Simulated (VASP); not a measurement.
These are PBE GGA, VASP's PBE PAW potentials (set 64) (plane waves; VASP 6.6.1) values and carry that method's errors.

VASP input:

**INCAR**
```
SYSTEM = NiSi2
PREC = Accurate; ENCUT = 480; LREAL = .FALSE.
LASPH = .TRUE.
EDIFF = 1E-7; NELM = 100; ALGO = Normal
LMAXMIX = 4
ISMEAR = 1; SIGMA = 0.1
GGA = PE
IBRION = 2; NSW = 40; ISIF = 3
EDIFFG = -0.01; PSTRESS = 150
LWAVE = .FALSE.; LCHARG = .FALSE.
```

File POSCAR:
```
NiSi2
1.0
  0.0000000000   2.6473834915   2.6473834915
  2.6473834915   0.0000000000   2.6473834915
  2.6473834915   2.6473834915   0.0000000000
Si Ni
2 1
Cart
  1.3236917457   1.3236917457   1.3236917457
  3.9710752373   3.9710752373   3.9710752373
  2.6473834915   2.6473834915   0.0000000000
```

File KPOINTS:
```
Regular mesh
0
G
  10 10 10
```

POTCAR, in this order: Si Ni (PBE.64 set). Program: vasp_std.

Output of the run:

File OSZICAR:
```
       N       E                     dE             d eps       ncg     rms          rms(c)
DAV:   1     0.679145387798E+02    0.67915E+02   -0.76595E+03  1238   0.135E+03
DAV:   2    -0.153443573135E+02   -0.83259E+02   -0.78922E+02  1247   0.249E+02
DAV:   3    -0.192688293938E+02   -0.39245E+01   -0.38035E+01  1575   0.594E+01
DAV:   4    -0.193462054911E+02   -0.77376E-01   -0.77282E-01  1478   0.791E+00
DAV:   5    -0.193482340897E+02   -0.20286E-02   -0.20283E-02  1584   0.134E+00    0.171E+01
DAV:   6    -0.234014744538E+02   -0.40532E+01   -0.52798E+01  1348   0.182E+02    0.239E+01
DAV:   7    -0.172992810180E+02    0.61022E+01   -0.15586E+01  1470   0.115E+02    0.389E+00
DAV:   8    -0.172881393064E+02    0.11142E-01   -0.20857E+00  1828   0.239E+01    0.288E+00
DAV:   9    -0.172302259462E+02    0.57913E-01   -0.30619E-01  1448   0.125E+01    0.614E-01
DAV:  10    -0.172284217689E+02    0.18042E-02   -0.15331E-02  1598   0.287E+00    0.233E-01
DAV:  11    -0.172285491881E+02   -0.12742E-03   -0.11957E-03  1624   0.415E-01    0.552E-02
DAV:  12    -0.172285857694E+02   -0.36581E-04   -0.85931E-05  1804   0.145E-01    0.258E-02
DAV:  13    -0.172285813369E+02    0.44326E-05   -0.29678E-05  1600   0.133E-01    0.102E-02
DAV:  14    -0.172285815500E+02   -0.21312E-06   -0.26102E-06  1482   0.149E-02    0.515E-03
DAV:  15    -0.172285814342E+02    0.11581E-06   -0.47897E-07  1583   0.159E-02    0.645E-04
DAV:  16    -0.172285815241E+02   -0.89919E-07   -0.53742E-08   831   0.301E-03
   1 F= -.13754330E+02 E0= -.13753646E+02  d E =-.137543E+02
```

### OUTCAR
```
------------------------ aborting loop because EDIFF is reached ----------------------------------------
  FORCE on cell =-STRESS in cart. coord.  units (eV):
  Direction    XX          YY          ZZ          XY          YZ          ZX
  --------------------------------------------------------------------------------------
  Total        3.4768650      3.4768650      3.4768650      0.0000000      0.0000000     -0.0000000
  in kB      150.1128403    150.1128403    150.1128403      0.0000000      0.0000000     -0.0000000
  external PRESSURE =       0.1128403 kB  Pullay stress =     150.0000000 kB
  volume of cell :       37.11
      direct lattice vectors                 reciprocal lattice vectors
     0.000000000  2.647383491  2.647383491    -0.188865724  0.188865724  0.188865724
     2.647383491  0.000000000  2.647383491     0.188865724 -0.188865724  0.188865724
     2.647383491  2.647383491  0.000000000     0.188865724  0.188865724 -0.188865724
 POSITION                                       TOTAL-FORCE (eV/Angst)
 -----------------------------------------------------------------------------------
      1.32369      1.32369      1.32369        -0.000000      0.000000      0.000000
      3.97108      3.97108      3.97108         0.000000      0.000000      0.000000
      0.00000      0.00000      0.00000        -0.000000     -0.000000     -0.000000
 -----------------------------------------------------------------------------------
    total drift:                               -0.000000     -0.000000      0.000000
  FREE ENERGIE OF THE ION-ELECTRON SYSTEM (eV)
  ---------------------------------------------------
  free  energy   TOTEN  =       -17.2285815241 eV

  energy  without entropy=      -17.2265285256  energy(sigma->0) =      -17.22789719
  enthalpy is  TOTEN    =       -13.7543301222 eV   P V=        3.4742514019

 reached required accuracy - stopping structural energy minimisation
```
(Selected blocks of OUTCAR.)

The compound is NiSi2 in the fluorite structure. It was relaxed first under an external pressure of 15 GPa. The run is not spin-polarised, so no magnetic state was tried.
